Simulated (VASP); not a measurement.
Given:

```
CELL_PARAMETERS angstrom
      1.61489    -2.79707     0.00000
      1.61489     2.79707     0.00000
      0.00000     0.00000    12.54891
ATOMIC_POSITIONS crystal
  Mo 0.33333 0.66667 0.25000
  Mo 0.66667 0.33333 0.75000
  S  0.33333 0.66667 0.87746
  S  0.66667 0.33333 0.37746
  S  0.66667 0.33333 0.12254
  S  0.33333 0.66667 0.62254
```

Level of theory: rev-vdW-DF2, VASP's PBE PAW potentials (set 64) (plane waves; VASP 6.6.1). Settings: 520 eV cut-off, 8×8×2 Γ-centred mesh, Gaussian smearing of 0.050 eV, potentials Mo_sv S.

The ions and cell shape at fixed volume are relaxed. Which structure does the run end with?

```
CELL_PARAMETERS angstrom
      1.59144    -2.75645     0.00000
      1.59144     2.75645     0.00000
      0.00000     0.00000    12.92149
ATOMIC_POSITIONS crystal
  Mo 0.33333 0.66667 0.25000
  Mo 0.66667 0.33333 0.75000
  S  0.33333 0.66667 0.87129
  S  0.66667 0.33333 0.37129
  S  0.66667 0.33333 0.12871
  S  0.33333 0.66667 0.62871
```
Space group P6_3/mmc (194), at a tolerance of 0.03 Å.

How much energy does the relaxation gain?

The energy (σ→0) changes by -21.0 meV/atom, in 8 ionic steps.

The compound is MoS2 in the 2H layered structure. This cell is one point of a volume scan, at 1.06 of the reference volume. Symmetry was kept, so distortions that lower it aren't found.
